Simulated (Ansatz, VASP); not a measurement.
# C: VASP beside Ansatz

Aim: how closely do two programs agree when they are given the same cell, functional and k mesh? The structure shown is frame 37 of Ansatz's trajectory.

Calculated with Ansatz 0.2.0; plane waves, with VASP 6.6.1 beside it; single point at PBE.

## 1. Set-up

The cell holds 208 atoms: 208 C. Its edges and angles: a = 11.642 Å, b = 11.642 Å, c = 11.642 Å, α = 90.0°, β = 90.0°, γ = 90.0°. As first built, before any earlier steps moved the atoms (in the runner's words): 208 atoms (208 C) placed at random at 2.63 g/cm^3, melted at 6000 K for 10 ps at fixed volume with the Erhart-Albe potential (Erhart and Albe, Phys. Rev. B 71, 035211 (2005)). Quenched from 6000 K to 700 K at 200 K/ps and fixed volume, held 5 ps.

## 2. Ansatz: dynamics, PBE

Ansatz runs on its default PAW (the set named soft_2) files.

One frame of this run of dynamics is then solved in both programs, so the motion causes no difference.

input.yaml

```yaml
crystal:
  lattice:
    - [11.6422, 0.0, 0.0]
    - [0.0, 11.6422, 0.0]
    - [0.0, 0.0, 11.6422]
  atoms:
    - { symbol: C, position: [0.03363, 0.83298, 0.162] }
    - { symbol: C, position: [0.35632, 0.14243, 0.00881] }
    - { symbol: C, position: [0.33911, 0.21688, 0.67737] }
    - { symbol: C, position: [0.93321, 0.08306, 0.2996] }
    - { symbol: C, position: [0.1489, 0.87419, 0.173] }
    - { symbol: C, position: [0.80758, 0.77953, 0.75153] }
    - { symbol: C, position: [0.75794, 0.37604, 0.14225] }
    - { symbol: C, position: [0.85293, 0.34292, 0.40099] }
    - { symbol: C, position: [0.8595, 0.99639, 0.53553] }
    - { symbol: C, position: [0.9565, 0.42123, 0.53722] }
    - { symbol: C, position: [0.65954, 0.04512, 0.9503] }
    - { symbol: C, position: [0.17066, 0.29019, 0.06894] }
    - { symbol: C, position: [0.61387, 0.40298, 0.79852] }
    - { symbol: C, position: [0.39888, 0.8883, 0.43842] }
    - { symbol: C, position: [0.38446, 0.84675, 0.67147] }
    - { symbol: C, position: [0.19163, 0.62596, 0.49154] }
    - { symbol: C, position: [0.0714, 0.82532, 0.44132] }
    - { symbol: C, position: [0.12326, 0.85651, 0.55418] }
    - { symbol: C, position: [0.06647, 0.9211, 0.35668] }
    - { symbol: C, position: [0.40861, 0.42014, 0.74481] }
    - { symbol: C, position: [0.55445, 0.3525, 0.05951] }
    - { symbol: C, position: [0.53145, 0.16903, 0.59879] }
    - { symbol: C, position: [0.5488, 0.51903, 0.38663] }
    - { symbol: C, position: [0.31308, 0.20463, 0.45827] }
    - { symbol: C, position: [0.67336, 0.81773, 0.56922] }
    - { symbol: C, position: [0.58872, 0.63683, 0.40735] }
    - { symbol: C, position: [0.5213, 0.10916, 0.70518] }
    - { symbol: C, position: [0.71789, 0.65423, 0.39481] }
    - { symbol: C, position: [0.12244, 0.81115, 0.76472] }
    - { symbol: C, position: [0.84271, 0.69317, 0.01196] }
[... 172 atom lines left out ...]
    - { symbol: C, position: [0.04969, 0.12415, 0.11388] }
    - { symbol: C, position: [0.30418, 0.02533, 0.82345] }
    - { symbol: C, position: [0.13668, 0.53037, 0.30364] }
    - { symbol: C, position: [0.95393, 0.63967, 0.50828] }
    - { symbol: C, position: [0.47176, 0.55597, 0.87927] }
    - { symbol: C, position: [0.31854, 0.50451, 0.70965] }
kpoints:
  mp_grid: { grid: [1, 1, 1] }
hamiltonian:
  xc: pbe
scf:
  occupations: { method: fermi_dirac, width: 0.025 }
output:
  forces: true
md:
  timestep: 1.0
  n_steps: 110
  ensemble: nvt_nose_hoover
  temperature: 300
  initial_velocities: maxwell_boltzmann
  seed: 2856
```

Command:

```sh
ansatz run input.yaml --threads 4 --pin off --max-ram 8192MiB --backend cpu --events-out ev --progress --plain --runs-dir out
```

Numbers of over 12 decimals in the logs are rounded to 6 here.

Log:

```text
Warning: md: disabling space-group detection — thermal motion breaks the input geometry's symmetry, so no spatial operation reduces the k-mesh or symmetrises the density; time reversal is kept, so that k and −k are solved as one point where they differ and the mesh holds both, and exact exchange and, on two spinor components, a DFT+U term hold to it where the run has them: on two components no moment then forms, and  [...]
Engine: ansatz 0.2.0, aarch64-unknown-linux-gnu
Pseudopotentials: kind: paw
Pseudopotential: C, paw, valence charge 4, recommended cutoff 420 eV (normal), C.paw.azcp
Functional definition: PBE
  parameter kappa = 0.804
  parameter beta = 0.066725
  exchange = pbe_x(kappa = kappa, mu = beta*pi^2/3)
  correlation = pbe_c(beta = beta)
Crystal: 208 atoms, lattice volume = 1577.993 Å³
Basis set: ecut = 420 eV, 31031 PW (Γ), exchange–correlation on 160×160×160 points (8 copies of the dense FFT grid, shifted against one another)
Bands: 624, of which v1, the nominal top of the filled ones, is band 416 counted from 1 (415 counted from 0)
Symmetry: 1 space group operations
k-points: 1
Non-local potential: C, projectors of the file, l = 0: 2, l = 1: 2, l = 2: 1
PAW form: soft (Blöchl's): semilocal exchange-correlation on the pseudo side does not see the compensation charge
PAW one-centre angular grid: C, 110 points (default); XC on 64 Gauss nodes
Initial density: superposition of atomic densities (neutral atoms: chi_scale 0, normalization atom), corrected by the library's trained network
Initial wavefunctions: pseudopotential atomic-orbital guess
Functional: x = pbe(κ = 0.804, μ = 0.219515), c = pbe(β = 0.066725)
SCF iter   1: F=—  HF=-51979.037300 eV  |F-HF|=—  |Δ(HF+E_count)|=         —  Δρ=1.56e-2  dr2=7.18e0  ethr=1.77e-3  ⟨swp⟩=6.0  Hψ=2509  notcnv=0  defer=173
preconditioner: auto → Kerker (q_TF=auto, 2.452 Å⁻¹)  [metal: Δε(μ)=0.017 eV  Ē_g=14.141 eV  σ=0.025 eV  W_gap=0.17  n_scr=388 (ndim 8)  ℏωp=27.0 eV  f_vac=0.004  D(μ)=58.12/eV (n_scr^D=460)]
SCF iter   2: F=—  HF=-51978.448433 eV  |F-HF|=—  |Δ(HF+E_count)|=   5.89e-1  Δρ=8.10e-3  dr2=2.66e0  ethr=8.63e-4  ⟨swp⟩=1.0  Hψ=718  notcnv=0  defer=173
SCF iter   3: F=—  HF=-51978.125680 eV  |F-HF|=—  |Δ(HF+E_count)|=   3.23e-1  Δρ=1.80e-3  dr2=1.66e-1  ethr=3.20e-4  ⟨swp⟩=3.0  Hψ=741  notcnv=0  defer=178
SCF iter   4: F=—  HF=-51978.107501 eV  |F-HF|=—  |Δ(HF+E_count)|=   1.82e-2  Δρ=6.30e-4  dr2=2.36e-2  ethr=1.99e-5  ⟨swp⟩=3.0  Hψ=761  notcnv=0  defer=178
SCF iter   5: F=—  HF=-51978.106170 eV  |F-HF|=—  |Δ(HF+E_count)|=   1.33e-3  Δρ=2.95e-4  dr2=3.51e-3  ethr=2.83e-6  ⟨swp⟩=2.0  Hψ=497  notcnv=0  defer=178
SCF iter   6: F=—  HF=-51978.106147 eV  |F-HF|=—  |Δ(HF+E_count)|=   2.28e-5  Δρ=1.14e-4  dr2=5.08e-4  ethr=4.22e-7  ⟨swp⟩=3.0  Hψ=854  notcnv=0  defer=178
SCF iter   7: F=—  HF=-51978.106195 eV  |F-HF|=—  |Δ(HF+E_count)|=   4.77e-5  Δρ=3.24e-5  dr2=5.38e-5  ethr=6.11e-8  ⟨swp⟩=3.0  Hψ=657  notcnv=0  defer=178
SCF iter   8: F=—  HF=-51978.106269 eV  |F-HF|=—  |Δ(HF+E_count)|=   7.37e-5  Δρ=1.29e-5  dr2=8.39e-6  ethr=6.47e-9  ⟨swp⟩=3.0  Hψ=1036  notcnv=0  defer=178
SCF iter   9: F=—  HF=-51978.106270 eV  |F-HF|=—  |Δ(HF+E_count)|=   6.69e-7  Δρ=5.80e-6  dr2=1.28e-6  ethr=1.01e-9  ⟨swp⟩=2.0  Hψ=525  notcnv=0  defer=178
SCF iter  10: F=—  HF=-51978.106270 eV  |F-HF|=—  |Δ(HF+E_count)|=   1.14e-7  Δρ=2.60e-6  dr2=2.23e-7  ethr=1.54e-10  ⟨swp⟩=3.0  Hψ=839  notcnv=0  defer=178
SCF iter  11: F=-51978.106270 eV  HF=-51978.106270 eV  |F-HF|=1.17e-8  |Δ(HF+E_count)|=   2.09e-8  Δρ=8.81e-7  dr2=3.20e-8  ethr=1.20e-11  ⟨swp⟩=3.0  Hψ=1419  notcnv=0
SCF 1 converged in 11 iterations: F = -51978.106270 eV  dr2 = 3.20e-8
  greatest PAW one-centre occupation: 0.690 electrons in one spin orbital (limit 2), on the C atom at site 191 (counted from 0), in its partial waves of l = 0
md step     0: t =     0.00 fs  T =   300.0 K  F+E_penalty+E_count = -51978.10626973 eV  E_kin = 8.027046 eV  conserved = -51970.07922380 eV  (11 SCF iters)
Initial density: handed on by an earlier stage of this run
Initial wavefunctions: those handed on with the density
iter 1 solved again at ethr=2.04e-5 eV; its pass at ethr=3.10e-3 eV (dr2=1.70e-1 eV) is discarded
SCF iter   1: F=—  HF=-51978.514687 eV  |F-HF|=—  |Δ(HF+E_count)|=         —  Δρ=3.32e-3  dr2=1.76e-1  ethr=2.04e-5  ⟨swp⟩=14.0  Hψ=3112  notcnv=0  defer=1
preconditioner: auto → Kerker (q_TF=auto, 2.452 Å⁻¹)  [metal: Δε(μ)=0.078 eV  Ē_g=14.130 eV  σ=0.025 eV  W_gap=0.47  n_scr=388 (ndim 8)  ℏωp=27.0 eV  f_vac=0.003  D(μ)=60.21/eV (n_scr^D=460)]
[...]
atom  47  C      0.00775568     1.31257281    -1.41609476
  atom  48  C      1.14810584    -0.39854041     2.22746492
  atom  49  C      0.69013399    -1.42020900     1.39260559
  atom  50  C     -0.14691839    -0.18695086    -1.00286341
  atom  51  C      0.59705822    -2.14543347     0.05939744
  atom  52  C     -2.02836384    -0.40272057     0.09075830
  atom  53  C      0.18288266    -1.40580022    -0.18846480
  atom  54  C     -0.75340221    -1.52327669    -0.56596822
  atom  55  C      1.67231854    -2.11330359    -0.68226515
  atom  56  C     -1.34244638     0.31724261     0.11984576
  atom  57  C     -1.98736909    -1.78316584     0.92967627
  atom  58  C     -2.14509344    -0.12293088     0.57641427
  atom  59  C      0.59063130    -0.29706083     2.42631311
  atom  60  C     -0.11884373    -1.81588432    -0.18026849
  atom  61  C      1.88449331     1.68739982     0.76355285
  atom  62  C      0.39292619     2.58078813    -2.44029848
  atom  63  C     -2.09982223     0.26542659     0.07403537
  atom  64  C      0.29111017    -0.55378344    -1.53238888
  atom  65  C      1.08756344    -1.49296659     0.31820459
  atom  66  C     -2.76440820    -0.69650866    -1.53048012
  atom  67  C     -0.08374318     0.03343339    -3.28678376
  atom  68  C      1.25490403     0.85126618    -0.65768523
  atom  69  C     -0.47366292    -1.46464452    -0.14663497
  atom  70  C     -0.47435504    -0.55161850     0.00733332
[...]
atom 201  C      0.56276758     0.18402201    -2.16162395
  atom 202  C      0.23278879     0.50805638    -0.90326696
  atom 203  C     -1.03618797     1.22741877     2.01095495
  atom 204  C      1.61155448     2.38895004     0.07606949
  atom 205  C     -4.43287689    -0.74333956    -0.02252544
  atom 206  C      0.97927395    -1.94993457    -0.86946164
  atom 207  C      0.95968567     0.55093532    -1.39909923
  atom 208  C     -0.01677961     0.71813328     0.57327885
  max |Σ_I F_I| component: 1.33e-4 eV/Å
--- MD trajectory: 110 steps, t = 0.0 → 110.0 fs ---
  final state: T = 707.8 K   F+E_penalty+E_count = -52001.62522325 eV   E_kin = 18.937818 eV
  conserved energy: peak-to-peak 1.143e-1 eV (5.494e-4 eV/atom) over 110.0 fs
```

## 3. VASP: single point, PBE

The same cell, functional, mesh and smearing now go to VASP, with its own data sets.

Lines of VASP's logs that name or quote its potential files are left out, and so is its time.

INCAR

```
SYSTEM = C
PREC = Accurate
ENCUT = 520
EDIFF = 1E-06
NELM = 120
ISMEAR = -1
SIGMA = 0.025
LREAL = Auto
ALGO = Normal
GGA = PE
NBANDS = 561
LORBIT = 11
LWAVE = .FALSE.
LCHARG = .FALSE.
ISIF = 2
LASPH = .TRUE.
GGA_COMPAT = .FALSE.
```

POSCAR

```
C
1.0
   11.6422000000      0.0000000000      0.0000000000
    0.0000000000     11.6422000000      0.0000000000
    0.0000000000      0.0000000000     11.6422000000
C
208
Direct
    0.0211557953      0.8277043858      0.1634141313
    0.3653433200      0.1249849685      0.0068371957
    0.3358042294      0.2208603185      0.6595918297
    0.9139423820      0.0783442992      0.2936128910
    0.1417687379      0.8854683823      0.1868718971
    0.8201886241      0.7550720654      0.7687979935
    0.7738399959      0.3632560856      0.1137070313
    0.8287952449      0.3393774373      0.3622768892
    0.8587809864      0.0019841611      0.5255106423
    0.9845218258      0.4177131470      0.5478174228
    0.6562763052      0.0450172648      0.9529985742
    0.1546529007      0.3072872825      0.0494580062
    0.6248647163      0.4032828847      0.7993849960
    0.3961794163      0.8893851678      0.4314648434
    0.3794643624      0.8535671952      0.6671161808
    0.1713078284      0.6342615657      0.4877686348
    0.0426551683      0.8388706602      0.4661919568
    0.1342701551      0.8455961932      0.5479033172
    0.0573688822      0.9406040096      0.3719142430
    0.4175413582      0.4265946299      0.7403154043
    0.5555049733      0.3586950920      0.0685093883
    0.5529453196      0.1923090138      0.5904124650
    0.5602807030      0.5279758121      0.3729192077
    0.3194671110      0.2022555874      0.4478792668
    0.6892168147      0.8015237670      0.5463400388
    0.6026438302      0.6351634571      0.4203672845
    0.5502396454      0.1190238958      0.6944821426
    0.7052275343      0.6311264194      0.3566164471
    0.1337977358      0.7842589889      0.7590919242
    0.8546924121      0.7253955438      0.0361959080
[... 172 atom lines left out ...]
    0.0318152926      0.1180103417      0.1071876449
    0.3184020202      0.0304753397      0.8024600161
    0.1425847348      0.5453694319      0.2848688392
    0.9416519215      0.6421552628      0.5169727371
    0.4912215904      0.5686038721      0.8923141674
    0.3446943018      0.5160622563      0.6858153957
```

KPOINTS

```
Automatic mesh
0
Gamma
1 1 1
0 0 0
```

PAW data sets: C (PBE family, release 64).

Command:

```sh
export OMP_NUM_THREADS=3
mpirun -np 1 vasp_gam
```

Log:

```text
[banner, memory and clock lines left out]
running    1 mpi-ranks, on    1 nodes
[...]
Offloading initialized ...    1 GPUs detected
[...]
LDA part: xc-table for (Slater+PW92), standard interpolation
 POSCAR, INCAR and KPOINTS ok, starting setup
[...]
entering main loop
       N       E                     dE             d eps       ncg     rms          rms(c)
DAV:   1     0.568291998262E+04    0.56829E+04   -0.49343E+05  1122   0.150E+03
DAV:   2    -0.123708779628E+04   -0.69200E+04   -0.64981E+04  1419   0.342E+02
DAV:   3    -0.179129091480E+04   -0.55420E+03   -0.53561E+03  1364   0.934E+01
DAV:   4    -0.180700054985E+04   -0.15710E+02   -0.15554E+02  1324   0.167E+01
[...]
DAV:  20    -0.171817948422E+04   -0.64212E-05   -0.24348E-05  1276   0.799E-03    0.113E-02
DAV:  21    -0.171817948719E+04   -0.29763E-05   -0.81328E-06  1316   0.463E-03    0.688E-03
DAV:  22    -0.171817948778E+04   -0.59092E-06   -0.36276E-06   956   0.302E-03
   1 F= -.17181795E+04 E0= -.17181285E+04  d E =-.101954E+00
```

OUTCAR, selected parts (step 3):

```text
  FREE ENERGIE OF THE ION-ELECTRON SYSTEM (eV)
  ---------------------------------------------------
  free  energy   TOTEN  =     -1718.1794877823 eV

  energy  without entropy=    -1718.0775336863  energy(sigma->0) =    -1718.12851073
```

The run ends at a pressure of -1.78 GPa, with forces up to 5.8 eV/Å.

## 4. Side by side

Known differences besides the potentials themselves: the cutoff is 420 eV in Ansatz and 520 eV in VASP (PREC = Accurate, projectors in real space). Total energies have different zeros and are not compared.

Forces on 10 of the 208 atoms, those with the largest forces and the largest differences (eV/Å; atoms numbered as in POSCAR):

| atom | Ansatz x, y, z | VASP x, y, z |
| --- | --- | --- |
| C25 | -4.623, 2.613, 0.895 | -4.661, 2.613, 0.897 |
| C33 | -3.349, 1.633, -4.407 | -3.381, 1.640, -4.424 |
| C57 | 2.245, 3.888, -0.288 | 2.265, 3.890, -0.272 |
| C68 | 1.352, 0.049, 0.035 | 1.399, 0.074, 0.062 |
| C115 | 2.035, 2.229, 2.064 | 2.070, 2.218, 2.111 |
| C116 | -0.926, 0.809, 4.806 | -0.941, 0.842, 4.835 |
| C121 | -3.652, 3.865, -1.112 | -3.688, 3.906, -1.113 |
| C174 | -2.754, -4.379, 1.660 | -2.758, -4.407, 1.661 |
| C185 | -0.370, 0.468, -0.969 | -0.400, 0.495, -1.016 |
| C206 | 3.054, -0.405, -3.417 | 3.069, -0.417, -3.433 |

The forces differ by 18 meV/Å r.m.s., which is 1.2 % of the r.m.s. force of 1.471 eV/Å (both taken over all components).

## 5. Results

```json
{"r.m.s. force difference (single point, PBE)": "1.2 % of the r.m.s. force"}
```

**Reading.** The r.m.s. force difference is 1.2 % of the r.m.s. force (single point, PBE), within the 3 % picked in this series as the mark of a large difference. 2 further runs of this series are not shown here. How closely two codes agree says nothing of how well the functional describes the real material.

[Lines on the potential files, build, host, timing and source positions are cut from VASP's logs without a mark.]

[Logs are printed without paths, hosts, clocks, repeated set-up lines and the standing remarks that a program may print on its own settings, such as how far it seeks lower states.]

[Hosts, paths, dates, database ids (printed as entryN), source tags and the programs' standing remarks are cut or masked in the printed files.]
